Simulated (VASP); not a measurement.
Crystal: Ru.

```
Ru
1.0
     2.70580    0.00000    0.00000
    -1.35290    2.34329    0.00000
     0.00000    0.00000    4.28190
Ru
2
Direct
  0.33333 0.66667 0.25000
  0.66667 0.33333 0.75000
```

```yaml
Program: VASP 6.6.1
Task: relaxation of cell and atoms
Functional: LDA
Potentials_or_basis: VASP PAW LDA potentials, release 64 (Ru_pv)
Cutoff: 600 eV
k_mesh: 15 × 15 × 9
Occupations: methfessel-paxton, width 0.1 eV
Spin: no spin polarisation
```

At the start: pressure -11.7 GPa; volume 13.57 Å³/atom.

Where does the relaxation end?

Over 7 steps the energy falls by 17.1 meV/atom and the volume is 13.12 Å³/atom (-3.3 %); space group P6_3/mmc (No. 194, to 0.05 Å).

Step by step:
```csv
step,energy change (eV),largest force (eV/Å),pressure (GPa),volume (Å³)
1,0.0000,0.0000,-11.65,27.15
2,0.3880,0.0000,54.06,23.45
3,-0.0341,0.0000,-0.58,26.28
4,-0.0342,0.0000,-0.09,26.24
5,-0.0342,0.0000,0.16,26.23
6,-0.0342,0.0000,-0.44,26.27
7,-0.0342,0.0000,-0.07,26.24
```

Final structure:
```yaml
crystal:
  lattice:
    - [2.67522, 0.00000, 0.00000]
    - [-1.33761, 2.31681, 0.00000]
    - [0.00000, 0.00000, 4.23420]
  atoms:
    - { symbol: Ru, position: [0.33333, 0.66667, 0.25000] }
    - { symbol: Ru, position: [0.66667, 0.33333, 0.75000] }
```
